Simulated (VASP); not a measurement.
# GaB (P4/mmm) in VASP: settings compared, part 2 of 2

VASP 6.6.1. Earlier steps stand in the parts before.

## (5) Atomic charges, PBE

The input, INCAR:

```
SYSTEM = GaB
ALGO = Normal
EDIFF = 1E-6
ENCUT = 520
GGA = PE
ISIF = 2
ISMEAR = 0
LASPH = .True.
LCHARG = .True.
LELF = .True.
LORBIT = 11
LREAL = .False.
LVHAR = .True.
LWAVE = .False.
NELM = 60
PREC = Accurate
SIGMA = 0.02
```

The input, KPOINTS:

```
k-points
0
Gamma
  10 10 8
  0 0 0
```

The input, POSCAR:

```
GaB
1.0
    2.7182400000      0.0000000000      0.0000000000
    0.0000000000      2.7182400000      0.0000000000
    0.0000000000      0.0000000000      3.2362100000
Ga B
1 1
Direct
    0.5000000000      0.5000000000      0.5000000000
    0.0000000000      0.0000000000      0.0000000000
```

Potentials or basis: VASP PAW PBE potentials, release 64 (Ga_d, B).

Command:

```bash
$ cat potpaw_PBE.64/Ga_d/POTCAR potpaw_PBE.64/B/POTCAR > POTCAR
$ mpirun -np 1 vasp_std > vasp.out
```

OUTCAR:

```text
SYSTEM = GaB
   EDIFF = 1E-6
   ENCUT = 520
   GGA = PE
   ISIF = 2
   ISMEAR = 0
   LASPH = .True.
   LORBIT = 11
   LREAL = .False.
   NELM = 60
   PREC = Accurate

 ion  position               nearest neighbor table
   1  0.500  0.500  0.500-   2 2.51   2 2.51   2 2.51   2 2.51   2 2.51   2 2.51   2 2.51   2 2.51

   2  0.000  0.000  0.000-   1 2.51   1 2.51   1 2.51   1 2.51   1 2.51   1 2.51   1 2.51   1 2.51

  LATTYP: Found a simple tetragonal cell.
 ALAT       =     2.7182400000
 C/A-ratio  =     1.1905534463

  Lattice vectors:

 A1 = (   2.7182400000,   0.0000000000,   0.0000000000)
 A2 = (   0.0000000000,   2.7182400000,   0.0000000000)
 A3 = (   0.0000000000,   0.0000000000,   3.2362100000)

Analysis of symmetry for initial positions (statically):
=====================================================================
 Subroutine PRICEL returns:
 Original cell was already a primitive cell.

 Routine SETGRP: Setting up the symmetry group for a
 simple tetragonal supercell.

 Subroutine GETGRP returns: Found 16 space group operations
 (whereof 16 operations were pure point group operations)
 out of a pool of 16 trial point group operations.

The static configuration has the point symmetry D_4h.

Analysis of symmetry for dynamics (positions and initial velocities):
=====================================================================
 Subroutine PRICEL returns:
 Original cell was already a primitive cell.

 Routine SETGRP: Setting up the symmetry group for a
 simple tetragonal supercell.

 Subroutine GETGRP returns: Found 16 space group operations
 (whereof 16 operations were pure point group operations)
 out of a pool of 16 trial point group operations.

The dynamic configuration has the point symmetry D_4h.

 Subroutine INISYM returns: Found 16 space group operations
 (whereof 16 operations are pure point group operations),
 and found     1 'primitive' translations

----------------------------------------------------------------------------------------

[... 134 lines left out ...]
  ext. energy  EPLUGINS =         0.00000000
  ---------------------------------------------------
  free energy    TOTEN  =        -7.14830682 eV

  energy without entropy =       -7.14825882  energy(sigma->0) =       -7.14828282

 E-fermi :   6.8648     XC(G=0): -11.9002

 val. band max:        6.8442379447   @ k =   0.3000   0.3000   0.5000
 cond. band min:       6.8908747023   @ k =   0.3000   0.3000   0.1250
 fundamental gap:      0.0466367576
 Fermi energy:         6.8648430070

 k-point     1 :       0.0000    0.0000    0.0000
  band No.  band energies     occupation
      1      -8.4145      2.00000
      2      -8.2555      2.00000
      3      -7.9432      2.00000
      4      -7.9432      2.00000
      5      -7.8991      2.00000
      6      -6.4394      2.00000
      7       5.2197      2.00000
      8       8.7874      0.00000
      9       9.5842      0.00000
     10       9.5842      0.00000
     11      16.0470      0.00000
     12      16.4586      0.00000
[... 331 lines left out ...]
 k-point    24 :       0.2000    0.0000    0.1250
  band No.  band energies     occupation
      1      -8.3425      2.00000
      2      -8.1665      2.00000
      3      -8.0380      2.00000
      4      -7.9545      2.00000
      5      -7.9424      2.00000
      6      -5.4445      2.00000
      7       4.3638      2.00000
      8       5.7717      2.00000
      9      10.3723      0.00000
     10      11.1244      0.00000
     11      15.5909      0.00000
     12      17.0761      0.00000

 [... further k-points ...]

------------------------ aborting loop because EDIFF is reached ----------------------------------------

  FORCE on cell =-STRESS in cart. coord.  units (eV):
  Direction    XX          YY          ZZ          XY          YZ          ZX
  --------------------------------------------------------------------------------------
  -------------------------------------------------------------------------------------
  Total        0.1075140      0.1075140     -0.1886208      0.0000000      0.0000000      0.0000000
  in kB        7.2038264      7.2038264    -12.6382765      0.0000000      0.0000000      0.0000000
  external PRESSURE =       0.5897921 kB  Pullay stress =       0.0000000 kB

 VOLUME and BASIS-vectors are now :
 -----------------------------------------------------------------------------
  energy-cutoff  :      520.00
  volume of cell :       23.91
      direct lattice vectors                 reciprocal lattice vectors
     2.718240000  0.000000000  0.000000000     0.367885102  0.000000000  0.000000000
     0.000000000  2.718240000  0.000000000     0.000000000  0.367885102  0.000000000
     0.000000000  0.000000000  3.236210000     0.000000000  0.000000000  0.309003433

 POSITION                                       TOTAL-FORCE (eV/Angst)
 -----------------------------------------------------------------------------------
      1.35912      1.35912      1.61810         0.000000      0.000000      0.000000
      0.00000      0.00000      0.00000         0.000000      0.000000      0.000000
 -----------------------------------------------------------------------------------
    total drift:                               -0.000000      0.000000      0.000000

  FREE ENERGIE OF THE ION-ELECTRON SYSTEM (eV)
  ---------------------------------------------------
  free  energy   TOTEN  =        -7.1483068173 eV

  energy  without entropy=       -7.1482588217  energy(sigma->0) =       -7.14828282

 total charge

# of ion       s       p       d       tot
------------------------------------------
    1        0.907   0.678  10.044  11.629
    2        0.778   0.762   0.000   1.540
--------------------------------------------------
tot          1.685   1.440  10.044  13.169
```

stdout:

```text
POSCAR found type information on POSCAR GaB
 POSCAR found :  2 types and       2 ions
 scaLAPACK will be used
 LDA part: xc-table for (Slater+PW92), standard interpolation
 POSCAR, INCAR and KPOINTS ok, starting setup
 FFT: planning ... GRIDC
 FFT: planning ... GRID_SOFT
 FFT: planning ... GRID
 WAVECAR not read
 entering main loop
```

Run time: 7.4 s. Hardware: 1 thread of Intel Xeon 6975P-C (Granite Rapids), shared host; peak memory 0.15 GiB.

Results:

```
Free energy                                           : -7.1483 eV
Pressure                                              : 0.1 GPa
Band gap on the k mesh                                : none (metal or under the smearing width)
Valence electrons inside the program's atomic spheres : Ga 11.63; B 1.54
```

Stress tensor (GPa, compression positive):
```
 0.72  0.00  0.00
 0.00  0.72  0.00
 0.00  0.00 -1.26
```

## (6) Electron localisation function, PBE

The input, INCAR:

```
PREC     = Accurate       # precision mode
ENCUT    = 520            # plane-wave cutoff, eV
EDIFF    = 1E-6           # SCF threshold, eV
ISMEAR   = 0              # smearing method
SIGMA    = 0.02           # smearing width, eV
LREAL    = False          # projectors in reciprocal space
LASPH    = True           # aspherical terms in the spheres
NELM     = 60             # most SCF steps
ALGO     = Normal         # electronic algorithm
ISIF     = 2              # what is computed and relaxed
LWAVE    = False          # write WAVECAR
LCHARG   = True           # write CHGCAR
GGA      = PE             # functional
LELF     = True           # ELF
```

The input, KPOINTS:

```
Automatic mesh
0
Gamma
  10 10 8
```

POSCAR is that of step 5.

Potentials or basis: VASP PAW PBE potentials, release 64 (Ga_d, B).

Command:

```bash
$ cat potpaw_PBE.64/Ga_d/POTCAR potpaw_PBE.64/B/POTCAR > POTCAR
$ mpirun -np 1 vasp_std > vasp.out
```

OUTCAR:

```text
PREC = Accurate
   ENCUT = 520
   EDIFF = 1E-6
   ISMEAR = 0
   LREAL = False
   LASPH = True
   NELM = 60
   ISIF = 2
   GGA = PE

 ion  position               nearest neighbor table
   1  0.500  0.500  0.500-   2 2.51   2 2.51   2 2.51   2 2.51   2 2.51   2 2.51   2 2.51   2 2.51

   2  0.000  0.000  0.000-   1 2.51   1 2.51   1 2.51   1 2.51   1 2.51   1 2.51   1 2.51   1 2.51

  LATTYP: Found a simple tetragonal cell.
 ALAT       =     2.7182400000
 C/A-ratio  =     1.1905534463

[... 550 lines left out ...]
------------------------ aborting loop because EDIFF is reached ----------------------------------------

  FORCE on cell =-STRESS in cart. coord.  units (eV):
  Direction    XX          YY          ZZ          XY          YZ          ZX
  --------------------------------------------------------------------------------------
  -------------------------------------------------------------------------------------
  Total        0.1075140      0.1075140     -0.1886208      0.0000000      0.0000000      0.0000000
  in kB        7.2038264      7.2038264    -12.6382765      0.0000000      0.0000000      0.0000000
  external PRESSURE =       0.5897921 kB  Pullay stress =       0.0000000 kB

 VOLUME and BASIS-vectors are now :
 -----------------------------------------------------------------------------
  energy-cutoff  :      520.00
  volume of cell :       23.91
      direct lattice vectors                 reciprocal lattice vectors
     2.718240000  0.000000000  0.000000000     0.367885102  0.000000000  0.000000000
     0.000000000  2.718240000  0.000000000     0.000000000  0.367885102  0.000000000
     0.000000000  0.000000000  3.236210000     0.000000000  0.000000000  0.309003433

 POSITION                                       TOTAL-FORCE (eV/Angst)
 -----------------------------------------------------------------------------------
      1.35912      1.35912      1.61810         0.000000      0.000000      0.000000
      0.00000      0.00000      0.00000         0.000000      0.000000      0.000000
 -----------------------------------------------------------------------------------
    total drift:                               -0.000000      0.000000      0.000000

  FREE ENERGIE OF THE ION-ELECTRON SYSTEM (eV)
  ---------------------------------------------------
  free  energy   TOTEN  =        -7.1483068173 eV

  energy  without entropy=       -7.1482588217  energy(sigma->0) =       -7.14828282
```

stdout:

```text
POSCAR found type information on POSCAR GaB
 POSCAR found :  2 types and       2 ions
 scaLAPACK will be used
 LDA part: xc-table for (Slater+PW92), standard interpolation
 POSCAR, INCAR and KPOINTS ok, starting setup
 FFT: planning ... GRIDC
 FFT: planning ... GRID_SOFT
 FFT: planning ... GRID
 WAVECAR not read
 entering main loop
```

Run time: 7.4 s. Hardware: 1 thread of Intel Xeon 6975P-C (Granite Rapids), shared host; peak memory 0.15 GiB.

Results:

| Quantity | Value |
| --- | --- |
| Free energy | -7.1483 eV |
| Pressure | 0.1 GPa |
| Band gap on the k mesh | none (metal or under the smearing width) |

Stress tensor (GPa, compression positive):
```
 0.72  0.00  0.00
 0.00  0.72  0.00
 0.00  0.00 -1.26
```

Levels at points of the mesh, in eV from the Fermi level:
| k point | band 6 | band 7 | band 8 | band 9 | band 10 | band 11 |
| --- | --- | --- | --- | --- | --- | --- |
| (0.00, 0.00, 0.00) | -13.30 | -1.65 | 1.92 | 2.72 | 2.72 | 9.18 |
| (0.50, 0.00, 0.00) | -8.60 | -8.21 | 1.92 | 5.09 | 5.54 | 5.54 |
| (0.50, 0.50, 0.00) | -4.44 | -4.44 | -3.52 | -1.92 | 3.29 | 7.70 |
| (0.00, 0.00, 0.50) | -9.91 | -9.81 | 4.36 | 4.36 | 7.99 | 9.63 |
| (0.50, 0.00, 0.50) | -5.44 | -5.29 | -5.04 | -4.20 | 5.49 | 10.27 |
| (0.50, 0.50, 0.50) | -1.98 | -1.30 | -1.30 | -0.39 | 0.16 | 0.16 |

## (7) The runs side by side

```tsv
task	level	k mesh	smearing	share of exact exchange	grid for exact exchange (PRECFOCK)	mesh quality	gap on the mesh (eV)	pressure (GPa)
single point	HSE(alpha, omega)	5 × 5 × 4	fermi-dirac 0.05 eV	0.05	Fast	coarse	none	-2.1
single point	HSE(alpha, omega)	5 × 5 × 4	fermi-dirac 0.05 eV	0.1	Fast	coarse	none	-2.6
single point	HSE(alpha, omega)	5 × 5 × 4	fermi-dirac 0.05 eV	0.15	Fast	coarse	none	-3.0
atomic charges	PBE	10 × 10 × 8	gaussian 0.02 eV	-	-	not flagged	none	0.1
electron localisation function	PBE	10 × 10 × 8	gaussian 0.02 eV	-	-	not flagged	none	0.1
```

Alike in all rows: potentials or basis VASP PAW PBE potentials, release 64 (Ga_d, B); no spin polarisation; cell as given; cutoff (eV) 520.

Caveats: some runs use coarse meshes; the PAW data sets were made with another functional, which shifts forces and pressure a little (some runs).

Absolute energies hang on the potentials; compare differences alone.
